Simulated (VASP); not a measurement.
A run of VASP 6.6.1 is set up as follows.

File INCAR:

```
ALGO = Fast
EDIFF = 1E-6
ENCUT = 520
GGA = PS
ISIF = 2
ISMEAR = 1
KPAR = 4
LASPH = True
LCHARG = False
LMAXMIX = 4
LREAL = False
LWAVE = False
NBANDS = 77
NELM = 80
PREC = Accurate
SIGMA = 0.1
```

KPOINTS

```
k-points
0
Gamma
  6 6 6
```

Contents of POSCAR:

```
SrSb12Ru4                               
1.0
   -4.6441387149      4.6441387149      4.6441387149
    4.6441387149     -4.6441387149      4.6441387149
    4.6441387149      4.6441387149     -4.6441387149
  Sr              Sb              Ru            
     1    12     4
Direct
     0.0000000000000000    0.0000000000000000    0.0000000000000000
     0.1597167491052224    0.3425638108124708    0.5022805599176932
     0.8171529382927516    0.1597167491052224    0.6574361891875292
     0.6574361891875292    0.4977194400823067    0.8402832508947776
     0.4977194400823067    0.8402832508947776    0.6574361891875292
     0.3425638108124708    0.1828470617072484    0.8402832508947776
     0.5022805599176932    0.1597167491052224    0.3425638108124708
     0.3425638108124708    0.5022805599176932    0.1597167491052224
     0.6574361891875292    0.8171529382927516    0.1597167491052224
     0.1828470617072484    0.8402832508947776    0.3425638108124708
     0.8402832508947776    0.6574361891875292    0.4977194400823067
     0.8402832508947776    0.3425638108124708    0.1828470617072484
     0.1597167491052224    0.6574361891875292    0.8171529382927516
     0.0000000000000000    0.0000000000000000    0.5000000000000000
     0.0000000000000000    0.5000000000000000    0.0000000000000000
     0.5000000000000000    0.5000000000000000    0.5000000000000000
     0.5000000000000000    0.0000000000000000    0.0000000000000000
```

KPOINTS_OPT

```
explicit points
128
Reciprocal
 0.0000000000  0.0000000000  0.0000000000 1
 0.0555555556 -0.0555555556  0.0555555556 1
 0.1111111111 -0.1111111111  0.1111111111 1
 0.1666666667 -0.1666666667  0.1666666667 1
 0.2222222222 -0.2222222222  0.2222222222 1
 0.2777777778 -0.2777777778  0.2777777778 1
 0.3333333333 -0.3333333333  0.3333333333 1
 0.3888888889 -0.3888888889  0.3888888889 1
 0.4444444444 -0.4444444444  0.4444444444 1
 0.5000000000 -0.5000000000  0.5000000000 1
 0.5000000000 -0.5000000000  0.5000000000 1
 0.4444444444 -0.4444444444  0.5000000000 1
 0.3888888889 -0.3888888889  0.5000000000 1
 0.3333333333 -0.3333333333  0.5000000000 1
 0.2777777778 -0.2777777778  0.5000000000 1
 0.2222222222 -0.2222222222  0.5000000000 1
 0.1666666667 -0.1666666667  0.5000000000 1
 0.1111111111 -0.1111111111  0.5000000000 1
 0.0555555556 -0.0555555556  0.5000000000 1
 0.0000000000  0.0000000000  0.5000000000 1
 0.0000000000  0.0000000000  0.5000000000 1
 0.0000000000  0.0000000000  0.4444444444 1
 0.0000000000  0.0000000000  0.3888888889 1
 0.0000000000  0.0000000000  0.3333333333 1
 0.0000000000  0.0000000000  0.2777777778 1
 0.0000000000  0.0000000000  0.2222222222 1
 0.0000000000  0.0000000000  0.1666666667 1
 0.0000000000  0.0000000000  0.1111111111 1
 0.0000000000  0.0000000000  0.0555555556 1
 0.0000000000  0.0000000000  0.0000000000 1
 0.0000000000  0.0000000000  0.0000000000 1
 0.0277777778  0.0277777778  0.0277777778 1
 0.0555555556  0.0555555556  0.0555555556 1
 0.0833333333  0.0833333333  0.0833333333 1
 0.1111111111  0.1111111111  0.1111111111 1
 0.1388888889  0.1388888889  0.1388888889 1
 0.1666666667  0.1666666667  0.1666666667 1
 0.1944444444  0.1944444444  0.1944444444 1
 0.2222222222  0.2222222222  0.2222222222 1
 0.2500000000  0.2500000000  0.2500000000 1
 0.2500000000  0.2500000000  0.2500000000 1
 0.2777777778  0.1666666667  0.2777777778 1
 0.3055555556  0.0833333333  0.3055555556 1
 0.3333333333  0.0000000000  0.3333333333 1
 0.3611111111 -0.0833333333  0.3611111111 1
 0.3888888889 -0.1666666667  0.3888888889 1
 0.4166666667 -0.2500000000  0.4166666667 1
 0.4444444444 -0.3333333333  0.4444444444 1
 0.4722222222 -0.4166666667  0.4722222222 1
 0.5000000000 -0.5000000000  0.5000000000 1
 0.2500000000  0.2500000000  0.2500000000 1
 0.2222222222  0.2222222222  0.2777777778 1
 0.1944444444  0.1944444444  0.3055555556 1
 0.1666666667  0.1666666667  0.3333333333 1
 0.1388888889  0.1388888889  0.3611111111 1
 0.1111111111  0.1111111111  0.3888888889 1
 0.0833333333  0.0833333333  0.4166666667 1
 0.0555555556  0.0555555556  0.4444444444 1
 0.0277777778  0.0277777778  0.4722222222 1
 0.0000000000  0.0000000000  0.5000000000 1
 0.0000000000  0.0000000000  0.0000000000 1
-0.0089336100  0.0089336100  0.0089336100 1
 0.0089336100 -0.0089336100 -0.0089336100 1
-0.0260563700  0.0260563700  0.0260563700 1
 0.0260563700 -0.0260563700 -0.0260563700 1
 0.0000000000 -0.0000000000  0.0126340400 1
-0.0000000000  0.0000000000 -0.0126340400 1
-0.0000000000  0.0000000000  0.0368492700 1
 0.0000000000 -0.0000000000 -0.0368492700 1
 0.0051578200  0.0051578200  0.0051578200 1
-0.0051578200 -0.0051578200 -0.0051578200 1
 0.0150436500  0.0150436500  0.0150436500 1
-0.0150436500 -0.0150436500 -0.0150436500 1
-0.0126340400  0.0126340400 -0.0000000000 1
 0.0126340400 -0.0126340400  0.0000000000 1
-0.0368492700  0.0368492700  0.0000000000 1
 0.0368492700 -0.0368492700 -0.0000000000 1
 0.5000000000 -0.5000000000  0.5000000000 1
 0.4910663900 -0.4910663900  0.5089336100 1
 0.5089336100 -0.5089336100  0.4910663900 1
 0.4739436300 -0.4739436300  0.5260563700 1
 0.5260563700 -0.5260563700  0.4739436300 1
 0.5000000000 -0.5000000000  0.5126340400 1
 0.5000000000 -0.5000000000  0.4873659600 1
 0.5000000000 -0.5000000000  0.5368492700 1
 0.5000000000 -0.5000000000  0.4631507300 1
 0.5051578200 -0.4948421800  0.5051578200 1
 0.4948421800 -0.5051578200  0.4948421800 1
 0.5150436500 -0.4849563500  0.5150436500 1
 0.4849563500 -0.5150436500  0.4849563500 1
 0.4873659600 -0.4873659600  0.5000000000 1
 0.5126340400 -0.5126340400  0.5000000000 1
 0.4631507300 -0.4631507300  0.5000000000 1
 0.5368492700 -0.5368492700  0.5000000000 1
 0.2500000000  0.2500000000  0.2500000000 1
 0.2410663900  0.2589336100  0.2589336100 1
 0.2589336100  0.2410663900  0.2410663900 1
 0.2239436300  0.2760563700  0.2760563700 1
 0.2760563700  0.2239436300  0.2239436300 1
 0.2500000000  0.2500000000  0.2626340400 1
 0.2500000000  0.2500000000  0.2373659600 1
 0.2500000000  0.2500000000  0.2868492700 1
 0.2500000000  0.2500000000  0.2131507300 1
 0.2551578200  0.2551578200  0.2551578200 1
 0.2448421800  0.2448421800  0.2448421800 1
 0.2650436500  0.2650436500  0.2650436500 1
 0.2349563500  0.2349563500  0.2349563500 1
 0.2373659600  0.2626340400  0.2500000000 1
 0.2626340400  0.2373659600  0.2500000000 1
 0.2131507300  0.2868492700  0.2500000000 1
 0.2868492700  0.2131507300  0.2500000000 1
 0.0000000000  0.0000000000  0.5000000000 1
-0.0089336100  0.0089336100  0.5089336100 1
 0.0089336100 -0.0089336100  0.4910663900 1
-0.0260563700  0.0260563700  0.5260563700 1
 0.0260563700 -0.0260563700  0.4739436300 1
 0.0000000000 -0.0000000000  0.5126340400 1
-0.0000000000  0.0000000000  0.4873659600 1
-0.0000000000  0.0000000000  0.5368492700 1
 0.0000000000 -0.0000000000  0.4631507300 1
 0.0051578200  0.0051578200  0.5051578200 1
-0.0051578200 -0.0051578200  0.4948421800 1
 0.0150436500  0.0150436500  0.5150436500 1
-0.0150436500 -0.0150436500  0.4849563500 1
-0.0126340400  0.0126340400  0.5000000000 1
 0.0126340400 -0.0126340400  0.5000000000 1
-0.0368492700  0.0368492700  0.5000000000 1
 0.0368492700 -0.0368492700  0.5000000000 1
```

Potentials or basis: VASP PAW PBE potentials, release 64 (Sr_sv, Sb, Ru_pv).

Run with:

```console
$ cat potpaw_PBE.64/Sr_sv/POTCAR potpaw_PBE.64/Sb/POTCAR potpaw_PBE.64/Ru_pv/POTCAR > POTCAR
$ mpirun -np 4 vasp_std > vasp.out
```

Question: Predict the pressure.

Answer: 0.0 GPa.

Question: Predict the largest force.

Answer: 0.004 eV/Å.

Forces on the atoms (eV/Å):
```
Sr   0.000  0.000  0.000
Sb   0.004 -0.001  0.000
Sb   0.000 -0.004 -0.001
Sb   0.001  0.000 -0.004
Sb   0.000 -0.004  0.001
Sb   0.001  0.000  0.004
Sb   0.000  0.004 -0.001
Sb  -0.001  0.000  0.004
Sb  -0.001  0.000 -0.004
Sb   0.000  0.004  0.001
Sb  -0.004  0.001  0.000
Sb   0.004  0.001  0.000
Sb  -0.004 -0.001  0.000
Ru   0.000  0.000  0.000
Ru   0.000  0.000  0.000
Ru   0.000  0.000  0.000
Ru   0.000  0.000  0.000
```

Caveat: the PAW data sets were made with another functional, which shifts forces and pressure a little.
